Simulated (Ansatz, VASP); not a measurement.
**Zn (Zinc): VASP beside Ansatz**

One calculation is typed for both programs; each brings its own data sets. How far apart do they land? The cell is taken from a series of runs on this material, whose earlier steps may have relaxed, scaled, displaced or heated it; both programs get it as it stands.

Main program and level: Ansatz 0.2.0; plane waves, with VASP 6.6.1 beside it; zone-centre phonons at LDA.

**1. The structure**

Symmetry: P6_3/mmc, No. 194, hexagonal system. Conventional cell: a = 2.577 Å, b = 2.577 Å, c = 4.660 Å, α = 90.00°, β = 90.00°, γ = 120.00°. Nearest to Zn lie 12 Zn at 2.58 to 2.76 Å.

As a file:

```cif
data_structure
_symmetry_space_group_name_H-M 'P 1'
_symmetry_Int_Tables_number 1
_cell_length_a 2.5768
_cell_length_b 2.5768
_cell_length_c 4.6605
_cell_angle_alpha 90.000
_cell_angle_beta 90.000
_cell_angle_gamma 120.000
_cell_volume 26.80
loop_
_atom_site_label
_atom_site_type_symbol
_atom_site_fract_x
_atom_site_fract_y
_atom_site_fract_z
_atom_site_occupancy
Zn1 Zn 0.33333 0.66667 0.25000 1
Zn2 Zn 0.66667 0.33333 0.75000 1
```

**2. VASP: zone-centre phonons, LDA**

Second derivatives magnify differences that forces hide, and they need a tight electronic threshold.

Lines of VASP's logs that name or quote its potential files are left out, and so is its time.

INCAR

```
SYSTEM = Zn
PREC = Accurate
ENCUT = 500
EDIFF = 1E-08
NELM = 120
ISMEAR = 1
SIGMA = 0.2
LREAL = .FALSE.
ALGO = Normal
GGA = CA
NBANDS = 18
LORBIT = 11
LWAVE = .FALSE.
LCHARG = .FALSE.
ISIF = 2
IBRION = 8
LASPH = .TRUE.
GGA_COMPAT = .FALSE.
KPAR = 2
```

POSCAR

```
Zn
1.0
    2.5768409646      0.0000000000      0.0000000000
   -1.2884204823      2.2316097369      0.0000000000
    0.0000000000      0.0000000000      4.6604744325
Zn
2
Direct
    0.3333333337      0.6666666663      0.2500000000
    0.6666666663      0.3333333337      0.7500000000
```

KPOINTS

```
Automatic mesh
0
Gamma
18 18 10
0 0 0
```

Potentials, in the order of the species: Zn (LDA family, release 64).

Run with:

```console
$ mpirun -np 2 vasp_std
```

Numbers of over 12 decimals in the logs are rounded to 6 here.

What it wrote:

```text
[banner, memory and clock lines left out]
running    2 mpi-ranks, on    1 nodes
 distrk:  each k-point on    1 cores,    2 groups
 distr:  one band on    1 cores,    1 groups

 POSCAR found type information on POSCAR Zn
 POSCAR found :  1 types and       2 ions
 LDA part: xc-table for (Slater(with rela. corr.)+CA(PZ))
 , standard interpolation
 POSCAR, INCAR and KPOINTS ok, starting setup
 FFT: planning ... GRIDC
 FFT: planning ... GRID_SOFT
 FFT: planning ... GRID
 WAVECAR not read
 entering main loop
       N       E                     dE             d eps       ncg     rms          rms(c)
DAV:   1     0.103530466095E+03    0.10353E+03   -0.12251E+04  8328   0.213E+03
DAV:   2    -0.651314515903E-01   -0.10360E+03   -0.10089E+03  8060   0.295E+02
DAV:   3    -0.405850782217E+01   -0.39934E+01   -0.39771E+01  8968   0.669E+01
DAV:   4    -0.407777865795E+01   -0.19271E-01   -0.19266E-01  8882   0.467E+00
DAV:   5    -0.407780362032E+01   -0.24962E-04   -0.24962E-04  8648   0.149E-01    0.533E+00
DAV:   6    -0.377829211168E+01    0.29951E+00   -0.11427E+00  8658   0.241E+01    0.373E+00
DAV:   7    -0.375543507573E+01    0.22857E-01   -0.47126E-02 10162   0.391E+00    0.187E+00
DAV:   8    -0.374527950043E+01    0.10156E-01   -0.29706E-03 11102   0.794E-01    0.538E-02
DAV:   9    -0.374524272918E+01    0.36771E-04   -0.25908E-04 10468   0.197E-01    0.287E-02
DAV:  10    -0.374524607810E+01   -0.33489E-05   -0.17721E-05  8836   0.379E-02    0.235E-03
DAV:  11    -0.374524608330E+01   -0.51978E-08   -0.69415E-07  8814   0.113E-02    0.199E-03
DAV:  12    -0.374524608531E+01   -0.20100E-08   -0.98264E-09  6408   0.116E-03
   1 F= -.37452461E+01 E0= -.37453246E+01  d E =0.235614E-03
 Linear response reoptimize wavefunctions to high precision
DAV:   1    -0.374524607888E+01    0.64306E-08   -0.23182E-08  8144   0.315E-03
DAV:   2    -0.374524607893E+01   -0.51841E-10   -0.37369E-10  4664   0.180E-04
 Linear response DOF=           2
 Linear response progress:
  Degree of freedom:   1/  2
       N       E                     dE             d eps       ncg     rms          rms(c)
RMM:   1    -0.201142833909E+00   -0.20114E+00   -0.70175E-04 48268   0.188E+00
RMM:   2    -0.200698504449E+00    0.44433E-03   -0.86741E-04 50930   0.339E-01    0.511E-02
RMM:   3    -0.200340148469E+00    0.35836E-03   -0.54109E-05 62903   0.593E-02    0.287E-02
RMM:   4    -0.199987700874E+00    0.35245E-03   -0.44712E-05 61401   0.520E-02    0.272E-03
 first order change of Fermi-energy  -0.15660E-04
 force on displaced ion       1 direction 1 :  -0.820   0.000   0.000
 Linear response progress:
  Degree of freedom:   2/  2
       N       E                     dE             d eps       ncg     rms          rms(c)
RMM:   1    -0.226451162847E+00   -0.22645E+00   -0.51349E-03 16612   0.216E+00
RMM:   2    -0.222761119739E+00    0.36900E-02   -0.15976E-03 16618   0.603E-01    0.562E-02
RMM:   3    -0.222766934691E+00   -0.58150E-05   -0.18156E-04 21143   0.850E-02    0.322E-02
RMM:   4    -0.222698749899E+00    0.68185E-04   -0.14171E-04 20931   0.361E-02    0.461E-03
RMM:   5    -0.222689471637E+00    0.92783E-05   -0.36751E-05 21702   0.621E-03    0.154E-03
RMM:   6    -0.222691417004E+00   -0.19454E-05   -0.11506E-05 21749   0.174E-03    0.276E-04
RMM:   7    -0.222691687499E+00   -0.27049E-06   -0.27946E-06 20660   0.568E-04    0.667E-05
RMM:   8    -0.222691351548E+00    0.33595E-06   -0.10456E-06 19808   0.183E-04    0.363E-05
RMM:   9    -0.222690820065E+00    0.53148E-06   -0.35938E-07 21895   0.858E-05    0.505E-06
RMM:  10    -0.222690836055E+00   -0.15990E-07   -0.12955E-07 21693   0.463E-05    0.144E-06
RMM:  11    -0.222690823679E+00    0.12376E-07   -0.49532E-08 16963   0.369E-05    0.497E-07
RMM:  12    -0.222690821558E+00    0.21212E-08   -0.16369E-08 12945   0.350E-05    0.786E-08
 first order change of Fermi-energy  -0.21242E-04
 force on displaced ion       1 direction 3 :   0.000  -0.000  -3.619
 Linear response finished
```

OUTCAR, selected parts (step 2):

```text
ion  position               nearest neighbor table
   1  0.333  0.667  0.250-   2 2.76   2 2.76   2 2.76   2 2.76   2 2.76   2 2.76
   2  0.667  0.333  0.750-   1 2.76   1 2.76   1 2.76   1 2.76   1 2.76   1 2.76

  LATTYP: Found a hexagonal cell.
 ALAT       =     2.5768409646
 C/A-ratio  =     1.8085999472

 Subroutine GETGRP returns: Found 24 space group operations
 (whereof 12 operations were pure point group operations)

The static configuration has the point symmetry D_3d.
 The point group associated with its full space group is D_6h.

 Found    222 irreducible k-points:

   k-points           NKPTS =    222   k-points in BZ     NKDIM =    222   number of bands    NBANDS=     18

   dimension x,y,z NGX =    20 NGY =   20 NGZ =   36
   dimension x,y,z NGXF=    40 NGYF=   40 NGZF=   72

   ENCUT  =  500.0 eV  36.75 Ry    6.06 a.u.   4.70  4.70  8.50*2*pi/ulx,y,z

   NELECT =      24.0000    total number of electrons

 k-points in reciprocal lattice and weights: Automatic mesh
   0.00000000  0.00000000  0.00000000       0.000
   0.05555556  0.00000000  0.00000000       0.002
   0.11111111  0.00000000  0.00000000       0.002
   0.16666667  0.00000000  0.00000000       0.002
   0.22222222  0.00000000  0.00000000       0.002
   0.27777778 -0.00000000  0.00000000       0.002
   0.33333333 -0.00000000  0.00000000       0.002
   0.38888889 -0.00000000  0.00000000       0.002
   0.44444444  0.00000000  0.00000000       0.002
[...]
0.33333333  0.27777778  0.50000000       0.004
   0.33333333  0.33333333  0.50000000       0.001

 average (electrostatic) potential at core
       1 -37.3791       2 -37.3791

  Total        0.1575141      0.1575141      0.4896019     -0.0000000     -0.0000000      0.0000000
  in kB        9.4165992      9.4165992     29.2696628     -0.0000000     -0.0000000      0.0000000
  external PRESSURE =      16.0342871 kB  Pullay stress =       0.0000000 kB

  energy-cutoff  :      500.00
  volume of cell :       26.80
      direct lattice vectors                 reciprocal lattice vectors
     2.576840965  0.000000000  0.000000000     0.388072067  0.224053512  0.000000000
    -1.288420482  2.231609737  0.000000000     0.000000000  0.448107025  0.000000000
     0.000000000  0.000000000  4.660474433     0.000000000  0.000000000  0.214570429

 POSITION                                       TOTAL-FORCE (eV/Angst)
 -----------------------------------------------------------------------------------
      0.00000      1.48774      1.16512        -0.000000     -0.000000      0.000000
      1.28842      0.74387      3.49536         0.000000      0.000000      0.000000
 -----------------------------------------------------------------------------------
    total drift:                               -0.000000      0.000000      0.000000

 Eigenvectors and eigenvalues of the dynamical matrix
 ----------------------------------------------------

   1 f  =    5.201163 THz    32.679868 2PiTHz  173.492109 cm-1    21.510270 meV
             X         Y         Z           dx          dy          dz
      0.000000  1.487740  1.165119     0.000000    0.000000    0.707107
      1.288420  0.743870  3.495356     0.000000    0.000000   -0.707107

   2 f  =    2.476380 THz    15.559552 2PiTHz   82.603134 cm-1    10.241479 meV
             X         Y         Z           dx          dy          dz
      0.000000  1.487740  1.165119     0.000001    0.707107   -0.000000
      1.288420  0.743870  3.495356    -0.000001   -0.707107    0.000000

   3 f  =    2.476380 THz    15.559552 2PiTHz   82.603134 cm-1    10.241479 meV
             X         Y         Z           dx          dy          dz
      0.000000  1.487740  1.165119    -0.707107    0.000001   -0.000000
      1.288420  0.743870  3.495356     0.707107   -0.000001    0.000000

   4 f  =    0.000000 THz     0.000000 2PiTHz    0.000001 cm-1     0.000000 meV
             X         Y         Z           dx          dy          dz
      0.000000  1.487740  1.165119     0.700452   -0.096785    0.000000
      1.288420  0.743870  3.495356     0.700452   -0.096785    0.000000

   5 f  =    0.000000 THz     0.000000 2PiTHz    0.000000 cm-1     0.000000 meV
             X         Y         Z           dx          dy          dz
      0.000000  1.487740  1.165119     0.000000    0.000000    0.707107
      1.288420  0.743870  3.495356     0.000000    0.000000    0.707107

   6 f/i=    0.000000 THz     0.000000 2PiTHz    0.000001 cm-1     0.000000 meV
             X         Y         Z           dx          dy          dz
      0.000000  1.487740  1.165119     0.096785    0.700452   -0.000000
      1.288420  0.743870  3.495356     0.096785    0.700452    0.000000

 ELASTIC MODULI CONTR FROM IONIC RELAXATION (kBar)
 Direction    XX          YY          ZZ          XY          YZ          ZX
 --------------------------------------------------------------------------------
 XX          -0.0473      0.0473     -0.0000      0.0000      0.0000      0.0000
 YY           0.0473     -0.0473      0.0000     -0.0000      0.0000      0.0000
 ZZ          -0.0000      0.0000     -0.0000     -0.0000      0.0000      0.0000
 XY           0.0000     -0.0000     -0.0000     -0.0473      0.0000      0.0000
 YZ           0.0000      0.0000      0.0000      0.0000      0.0000      0.0000
 ZX           0.0000      0.0000      0.0000      0.0000      0.0000      0.0000
 --------------------------------------------------------------------------------
```

**3. Ansatz: zone-centre phonons, LDA**

Ansatz runs on its PAW soft_1 files.

The same cell, functional (in two slightly different forms), mesh and smearing now go to Ansatz, which takes its cutoff from its data sets.

input.yaml

```yaml
crystal:
  lattice:
    - [2.5768409646, 0.0, 0.0]
    - [-1.2884204823, 2.2316097369, 0.0]
    - [0.0, 0.0, 4.6604744325]
  atoms:
    - { symbol: Zn, position: [0.3333333337, 0.6666666663, 0.25] }
    - { symbol: Zn, position: [0.6666666663, 0.3333333337, 0.75] }
kpoints:
  mp_grid: { grid: [18, 18, 10] }
hamiltonian:
  xc: lda
  pseudopotentials: { kind: paw, azcp: { folder: soft_1 }, xc_functional: pbe }
scf:
  occupations: { method: methfessel_paxton, width: 0.2 }
output:
  eigenvalues: true
phonons:
  method: dfpt
```

Run with:

```console
$ ansatz run input.yaml --threads 4 --pin off --max-ram 10240MiB --backend cpu --events-out ev --progress --plain --runs-dir out
```

What it wrote:

```text
zone centre: on kpoints.mp_grid the ground state, and the responses unless they are solved on pairs of k-points, stand on 546 of the mesh's 3240 k-points, reduced under 4 symmetry operations, with k and −k counted as one. Each operation leaves every solved displacement unchanged or reverses it
Engine: ansatz 0.2.0, aarch64-unknown-linux-gnu
Pseudopotentials: kind: paw
Pseudopotential: Zn, paw, valence charge 12, recommended cutoff 420 eV (normal), soft_1/Zn.paw.azcp
Functional definition: SPW92
  exchange = slater_x
  correlation = pw_c
Crystal: 2 atoms, lattice volume = 26.800 Å³
Basis set: ecut = 420 eV, 513 PW (Γ), exchange–correlation on 36×36×64 points (8 copies of the dense FFT grid, shifted against one another)
Bands: 16, of which v1, the nominal top of the filled ones, is band 12 counted from 1 (11 counted from 0)
Symmetry: 24 space group operations
k-points: 546 of 3240 (irreducible under 4 space group operations, time reversal used)
Non-local potential: Zn, projectors of the file, l = 0: 2, l = 1: 2, l = 2: 3, l = 3: 1
PAW form: soft (Blöchl's): semilocal exchange-correlation on the pseudo side does not see the compensation charge
PAW frozen core: Zn, regenerated for the run's functional, and the local potential with it (the file was generated under x = pbe(κ = 0.804, μ = 0.219515), c = pbe(β = 0.066725))
PAW one-centre angular grid: Zn, 590 points (default); XC on 64 Gauss nodes
Initial density: superposition of atomic densities (chi_scale 0.1, normalization cell)
Initial wavefunctions: pseudopotential atomic-orbital guess
Functional: x = slater, c = lda
SCF iter   1: F=—  HF=-6492.854039 eV  |F-HF|=—  |Δ(HF+E_count)|=         —  Δρ=7.47e-2  dr2=1.07e0  ethr=3.10e-3  ⟨swp⟩=5.7  Hψ=52103  notcnv=0
preconditioner: auto → none  [metal: Δε(μ)=0.047 eV  Ē_g=13.186 eV  σ=0.200 eV  W_gap=0.20  n_scr=2 (ndim 8)  ℏωp=35.1 eV  f_vac=0.000  D(μ)=0.46/eV (n_scr^D=2)  sad-step TF]
SCF iter   2: F=—  HF=-6492.580090 eV  |F-HF|=—  |Δ(HF+E_count)|=   2.74e-1  S|Δr|=    0.00e0  Δρ=2.45e-2  dr2=7.32e-2  ethr=3.10e-3  ⟨swp⟩=2.0  Hψ=21554  notcnv=0  defer=7
SCF iter   3: F=—  HF=-6492.520501 eV  |F-HF|=—  |Δ(HF+E_count)|=   5.96e-2  S|Δr|=    0.00e0  Δρ=1.09e-2  dr2=2.17e-2  ethr=3.05e-4  ⟨swp⟩=2.0  Hψ=20263  notcnv=0  defer=7
SCF iter   4: F=—  HF=-6492.518082 eV  |F-HF|=—  |Δ(HF+E_count)|=   2.42e-3  S|Δr|=    0.00e0  Δρ=5.53e-3  dr2=2.42e-3  ethr=9.03e-5  ⟨swp⟩=2.0  Hψ=14583  notcnv=0  defer=7
SCF iter   5: F=—  HF=-6492.519290 eV  |F-HF|=—  |Δ(HF+E_count)|=   1.21e-3  S|Δr|=    0.00e0  Δρ=6.73e-4  dr2=3.43e-5  ethr=1.01e-5  ⟨swp⟩=2.0  Hψ=15510  notcnv=0  defer=7
SCF iter   6: F=—  HF=-6492.519306 eV  |F-HF|=—  |Δ(HF+E_count)|=   1.58e-5  S|Δr|=    0.00e0  Δρ=6.15e-5  dr2=2.94e-7  ethr=1.43e-7  ⟨swp⟩=2.0  Hψ=15270  notcnv=0  defer=7
SCF iter   7: F=—  HF=-6492.519307 eV  |F-HF|=—  |Δ(HF+E_count)|=   6.83e-7  S|Δr|=    0.00e0  Δρ=2.45e-6  dr2=7.49e-10  ethr=1.22e-9  ⟨swp⟩=2.0  Hψ=15166  notcnv=0  defer=7
SCF iter   8: F=-6492.519307 eV  HF=-6492.519307 eV  |F-HF|=0.00e0  |Δ(HF+E_count)|=  9.73e-11  S|Δr|=    0.00e0  Δρ=1.29e-7  dr2=1.51e-12  ethr=1.00e-12  ⟨swp⟩=5.5  Hψ=53742  notcnv=0
SCF 1 converged in 8 iterations: F = -6492.519307 eV  dr2 = 1.51e-12
  greatest PAW one-centre occupation: 0.981 electrons in one spin orbital (limit 2), on the Zn atom at site 1 (counted from 0), in its partial waves of l = 2
DFPT response loops at Γ: preconditioner auto → Kerker (q_TF=auto, 2.679 Å⁻¹) (partly filled bands, converged f_vac=0.000); β = 1.00, the filter's whole step (`scf.mixing.beta` (0.50) is not read by the response loops under this deck's `scf.mixing.preconditioner`; to damp them name `kerker` or `kerker_dos`, under which they read `scf.mixing.beta`, and type it under 1.00, their step now; both keys bind the ground state too); Broyden in place of MSR1
SCF converged after 8 iterations
Stability not checked: this state was not tested for a lower state beside it, because cold or Methfessel-Paxton smearing, or corrected tetrahedra, fill the levels in a way that the test cannot read (fill_not_monotonic; see scf.lower_state_search)
Free energy (F): -6492.519307 eV
Harris-Foulkes:  -6492.519307 eV  (|F-HF|=0.00e0)
Internal energy: -6492.519611 eV  (E = F + TS)
E sigma→0 (E₀):  -6492.519383 eV
Entropy (-TS):   0.000304 eV (0.152 meV/atom)
Fermi energy:    12.678531 eV
--- Per-component energies (eV) ---
  E_band       = 125.245084
  E_kinetic    = 299.626317
  E_local      = -3354.601064  (includes V_loc(G=0)·N_el)
  E_nonlocal   = 1636.955071
  E_hartree    = 1243.789411
  E_xc         = -158.163581
  E_vxc        = -106.664796  (∫ρ·V_xc dr)
  E_paw        = -3645.912413  (= ΣΔE_a)
  E_vpaw       = -837.648779  (= ΣTr[D̂ρ^β])
  E_aug_tail   = -0.000475  (compensation charges beyond the density's cutoff)
  E_ewald      = -2517.327165
  E_core_change = 3.114287  (= ΣΔE_core)
  E_smearing   = 0.000304  (= −TS)
  E_closure    = 0.000000  (closes the sum)
  Σ components = -6492.519307   (vs F -6492.519307, Δ=0.00e0)
--- Band table (eV; the first three rows and the last of 546) ---
  k-point 0: bands = [... 8 lower, 4.9755, 5.2761, 5.2761, 8.4675, 9.9526, 28.1565, 30.9179, 30.9179]
  k-point 1: bands = [... 8 lower, 4.9866, 5.2715, 5.2715, 7.6626, 10.9063, 26.8745, 30.9882, 30.9882]
  k-point 2: bands = [... 8 lower, 5.0173, 5.2573, 5.2573, 6.5494, 12.4744, 24.6940, 31.1960, 31.1960]
  k-point 545: bands = [... 8 lower, 5.3482, 5.3482, 9.6284, 9.6284, 16.7021, 16.7021, 18.3476, 18.3476]
--- Phonons (Γ-DFPT): 2 representative perturbations + reference, on 546 of 3240 k-points (Σ response iterations 7) ---
  k mesh reduced under 4 symmetry operations, with k and −k counted as one. Each operation leaves every solved displacement unchanged or reverses it
  ASR residual: 3.084e-5 → 0.000e0 eV/Å²; symmetrization residual: 3.091e-13 eV/Å²
  ASR residual per site (eV/Å²): 3.08e-5 3.08e-5
  Γ frequencies (cm⁻¹): 0.00 0.00 0.00 83.29 83.29 172.48
  non-analytic LO–TO correction: not included (Born effective charges unavailable; polar crystals: no LO–TO splitting at Γ)
```

Reading the cycles: dr2 is the Hartree energy of the density residual (eV), the measure of convergence; HF is the Harris–Foulkes estimate of the energy, which meets the free energy F at convergence.

**4. Comparison**

Known differences besides the potentials themselves: the two LDA forms differ slightly; the cutoff is 420 eV in Ansatz and 500 eV in VASP; VASP's log shows a relativistic correction to its local exchange, Ansatz's none. Total energies have different zeros and are not compared.

The two programs side by side:

```tsv
quantity	Ansatz	VASP	difference
optical mode 1 to 2 (cm⁻¹)	83.3	82.6	+0.83 %
optical mode 3 (cm⁻¹)	172.5	173.5	-0.58 %
```

Modes are paired by rising frequency, not by their patterns, so a pair may set unlike modes beside each other; they are those without the splitting of longitudinal modes.

**5. Summary of results**

```yaml
r_m_s_difference_of_the_optical_zone_centre_modes_each_program_s_sorted_by_frequency_zone_centre_phonons_lda: 0.81 cm⁻¹
difference_in_optical_mode_1_to_2_zone_centre_phonons_lda: +0.8 %
```

The r.m.s. difference of the optical zone-centre modes, each program's sorted by frequency is 0.81 cm⁻¹ (zone-centre phonons, LDA). Among the rows given in per cent, the largest difference of the zone-centre phonons, LDA pair is in optical mode 1 to 2, +0.8 %. How closely two codes agree says nothing of how well the functional describes the real material.

[Lines on the potential files, build, host, timing and source positions are cut from VASP's logs without a mark.]

[Logs are printed without paths, hosts, clocks, repeated set-up lines and the standing remarks that a program may print on its own settings, such as how far it seeks lower states.]

[Hosts, paths, dates, database ids (printed as entryN), source tags and the programs' standing remarks are cut or masked in the printed files.]
